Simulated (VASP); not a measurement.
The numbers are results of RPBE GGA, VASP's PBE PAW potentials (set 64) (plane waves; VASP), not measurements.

Input for VASP

**INCAR**
```
GGA=RP
ALGO=Normal   ! blocked Davidson
ISMEAR=0   ! Gaussian
ENCUT=400   ! plane-wave cut-off (eV)
SIGMA=0.05
PREC=Accurate
LCHARG=F
LREAL=F   ! projection in real space or not
EDIFF=1E-6   ! SCF stop (eV)
ISIF=2
SYSTEM=CdTe
LMAXMIX=4
LWAVE=F
LASPH=T
NELM=100   ! most electronic steps
```

**KPOINTS**
```
Automatic mesh
0
Gamma
  6 6 6
0 0 0
```

**POSCAR**
```
CdTe
1
    0.0000000000     3.2400000000     3.2400000000
    3.2400000000     0.0000000000     3.2400000000
    3.2400000000     3.2400000000     0.0000000000
Cd Te
1 1
Direct
  0.0000000000   0.0000000000   0.0000000000
  0.2500000000   0.2500000000   0.2500000000
```

POTCAR, in this order: Cd Te (PBE.64 set). Program: vasp_std.

Question: What will the output report for the number of irreducible k-points (NKPTS), number of bands (NBANDS), largest plane-wave count, number of space-group operations, FFT grid (NGX, NGY, NGZ)?

Answer: 
| Item | Result |
|---|---|
| number of irreducible k-points (NKPTS) | 16 |
| number of bands (NBANDS) | 13 |
| largest plane-wave count | 1258 |
| number of space-group operations | 24 |
| FFT grid (NGX, NGY, NGZ) | 30 × 30 × 30 |

The compound is CdTe in the zinc blende structure. The cell was not relaxed at this level. The run is one of a series of settings (GGA = RP against the base run), some of them coarse on purpose.
